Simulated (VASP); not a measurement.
Computed with PBE GGA, VASP's PBE PAW potentials (set 64) (plane waves; VASP 6.6.1).

The input files of a VASP run:

### KPOINTS
```
Regular mesh
0
Gamma
7 7 4
```

INCAR:
```
SYSTEM=SiC
PREC=Accurate; ENCUT=520; LREAL=F
LASPH=T
EDIFF=1E-6; NELM=100; ALGO=Normal
ISMEAR=-1; SIGMA=0.5
GGA=PE
ISIF=2
LWAVE=F; LCHARG=F
```

### POSCAR
```
SiC
1
    1.5708000000    -2.7207050000     0.0000000000
    1.5708000000     2.7207050000     0.0000000000
    0.0000000000     0.0000000000     5.1510000000
Si C
2 2
Direct
  0.6666670000   0.3333330000   0.5000000000
  0.3333330000   0.6666670000   0.0000000000
  0.6666670000   0.3333330000   0.8750000000
  0.3333330000   0.6666670000   0.3750000000
```

POTCAR, in this order: Si C (PBE.64 set). Program: vasp_std.

Output of the run:

### OUTCAR
```
 ion  position               nearest neighbor table
   1  0.667  0.333  0.500-   4 1.92   4 1.92   4 1.92   3 1.93
   2  0.333  0.667  0.000-   3 1.92   3 1.92   3 1.92   4 1.93
   3  0.667  0.333  0.875-   2 1.92   2 1.92   2 1.92   1 1.93
   4  0.333  0.667  0.375-   1 1.92   1 1.92   1 1.92   2 1.93
  LATTYP: Found a hexagonal cell.
 ALAT       =     3.1415996462
 C/A-ratio  =     1.6396105743
 Subroutine PRICEL returns:
 Original cell was already a primitive cell.
 Subroutine GETGRP returns: Found 12 space group operations
The static configuration has the point symmetry C_3v.
 The point group associated with its full space group is C_6v.
The dynamic configuration has the point symmetry C_3v.
 Subroutine INISYM returns: Found 12 space group operations
 Subroutine IBZKPT returns following result:
 Found     24 irreducible k-points:

 Following reciprocal coordinates:
            Coordinates               Weight
  0.000000  0.000000  0.000000      1.000000
  0.142857  0.000000  0.000000      6.000000
  0.285714  0.000000  0.000000      6.000000
  0.428571 -0.000000  0.000000      6.000000
  0.142857  0.142857  0.000000      6.000000
  0.285714  0.142857  0.000000     12.000000
  0.428571  0.142857  0.000000      6.000000
  0.285714  0.285714  0.000000      6.000000
  0.000000  0.000000  0.250000      2.000000
  0.142857  0.000000  0.250000     12.000000
  0.285714  0.000000  0.250000     12.000000
  0.428571 -0.000000  0.250000     12.000000
  0.142857  0.142857  0.250000     12.000000
  0.285714  0.142857  0.250000     24.000000
  0.428571  0.142857  0.250000     12.000000
  0.285714  0.285714  0.250000     12.000000
  0.000000  0.000000  0.500000      1.000000
  0.142857  0.000000  0.500000      6.000000
  0.285714  0.000000  0.500000      6.000000
  0.428571 -0.000000  0.500000      6.000000
...
```

### OSZICAR
```
       N       E                     dE             d eps       ncg     rms          rms(c)
DAV:   1     0.366341583977E+02    0.36634E+02   -0.74339E+03   576   0.119E+03
DAV:   2    -0.301945337359E+02   -0.66829E+02   -0.61156E+02   836   0.187E+02
DAV:   3    -0.334011343370E+02   -0.32066E+01   -0.31861E+01   752   0.418E+01
DAV:   4    -0.334444780311E+02   -0.43344E-01   -0.43297E-01   744   0.554E+00
DAV:   5    -0.334452974497E+02   -0.81942E-03   -0.81918E-03   744   0.738E-01    0.116E+01
DAV:   6    -0.301431761114E+02    0.33021E+01   -0.10327E+01   708   0.201E+01    0.509E+00
DAV:   7    -0.300890739918E+02    0.54102E-01   -0.76681E-01   736   0.584E+00    0.232E+00
DAV:   8    -0.300745104068E+02    0.14564E-01   -0.42168E-02   652   0.156E+00    0.535E-01
DAV:   9    -0.300738036613E+02    0.70675E-03   -0.60945E-03   716   0.600E-01    0.132E-01
DAV:  10    -0.300740743600E+02   -0.27070E-03   -0.82475E-04   676   0.200E-01    0.558E-02
DAV:  11    -0.300740871377E+02   -0.12778E-04   -0.15104E-04   688   0.922E-02    0.128E-02
DAV:  12    -0.300740883666E+02   -0.12289E-05   -0.54128E-06   716   0.190E-02    0.349E-03
DAV:  13    -0.300740889091E+02   -0.54256E-06   -0.30472E-07   420   0.454E-03
   1 F= -.30074089E+02 E0= -.30005064E+02  d E =-.138049E+00
```

**OUTCAR**
```
------------------------ aborting loop because EDIFF is reached ----------------------------------------
  FORCE on cell =-STRESS in cart. coord.  units (eV):
  Direction    XX          YY          ZZ          XY          YZ          ZX
  --------------------------------------------------------------------------------------
  Total       -2.5404536     -2.5404528     -2.3077249      0.0000000      0.0000000      0.0000000
  in kB      -92.4480914    -92.4480636    -83.9790060      0.0000000      0.0000000      0.0000000
  external PRESSURE =     -89.6250536 kB  Pullay stress =       0.0000000 kB
  volume of cell :       44.03
      direct lattice vectors                 reciprocal lattice vectors
     1.570800000 -2.720705000  0.000000000     0.318309142 -0.183775896  0.000000000
     1.570800000  2.720705000  0.000000000     0.318309142  0.183775896  0.000000000
     0.000000000  0.000000000  5.151000000     0.000000000  0.000000000  0.194137061
  FREE ENERGIE OF THE ION-ELECTRON SYSTEM (eV)
  ---------------------------------------------------
  free  energy   TOTEN  =       -30.0740889091 eV

  energy  without entropy=      -29.9360395949  energy(sigma->0) =      -30.00506425
```
(Selected blocks of OUTCAR.)

The compound is SiC in the wurtzite structure, the rare 2H polytype. The cell was not relaxed at this level. The run is one of a series of settings (ISMEAR = -1, SIGMA = 0.5 against the base run), some of them coarse on purpose.
